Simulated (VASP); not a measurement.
The system is SrZr2O3.

```
Sr Zr O
1.0
    -1.78860    1.78860    7.57107
     1.78860   -1.78860    7.57107
     1.78860    1.78860   -7.57107
Sr Zr O
1 2 3
Direct
  0.50000 0.50000 0.00000
  0.83310 0.83310 0.00000
  0.16690 0.16690 0.00000
  0.66364 0.66364 0.00000
  0.00000 0.00000 0.00000
  0.33636 0.33636 0.00000
```

The cell was built by a generator and needn't be a form met in nature.

- Program: VASP 6.6.1
- Task: relaxation of cell and atoms
- Functional: PBE
- Potentials or basis: VASP PAW PBE potentials, release 64 (Sr_sv, Zr_sv, O)
- Cutoff: 520 eV
- k mesh: 5 × 5 × 5
- Occupations: gaussian, width 0.15 eV
- Spin: no spin polarisation

At the start: pressure -17.6 GPa; volume 16.15 Å³/atom.

**Question.** How do energy, volume and symmetry change on relaxing?

**Answer.** Over 13 steps the energy falls by 229.5 meV/atom and the volume is 13.90 Å³/atom (-13.9 %); space group I4/mmm (No. 139, to 0.05 Å).

The path:
| step | energy change (eV) | largest force (eV/Å) | pressure (GPa) | volume (Å³) |
| --- | --- | --- | --- | --- |
| 1 | 0.0000 | 1.4633 | -17.62 | 96.88 |
| 2 | -0.7977 | 0.9429 | 18.33 | 74.05 |
| 3 | -1.1396 | 1.3914 | 1.44 | 80.92 |
| 4 | -1.3028 | 0.6366 | 2.28 | 80.93 |
| 5 | -1.3205 | 0.2480 | 2.93 | 80.93 |
| 6 | -1.3615 | 0.2331 | -1.85 | 83.88 |
| 7 | -1.3625 | 0.2320 | -1.44 | 83.52 |
| 8 | -1.3764 | 0.1386 | 0.13 | 82.97 |
| 9 | -1.3767 | 0.1344 | 0.26 | 82.89 |
| 10 | -1.3759 | 0.1065 | 0.68 | 82.74 |
| 11 | -1.3766 | 0.1324 | 0.45 | 82.85 |
| 12 | -1.3767 | 0.1369 | 0.49 | 82.88 |
| 13 | -1.3771 | 0.0284 | -0.50 | 83.40 |

Final structure:
```
Sr Zr O
1.0
    -1.68510    1.68510    7.34233
     1.68510   -1.68510    7.34233
     1.68510    1.68510   -7.34233
Sr Zr O
1 2 3
Direct
  0.50000 0.50000 0.00000
  0.82024 0.82024 0.00000
  0.17976 0.17976 0.00000
  0.66587 0.66587 0.00000
  0.00000 0.00000 0.00000
  0.33413 0.33413 0.00000
```

Caveat: the k mesh is coarse (spacing up to 0.50 Å⁻¹), so the values aren't converged.
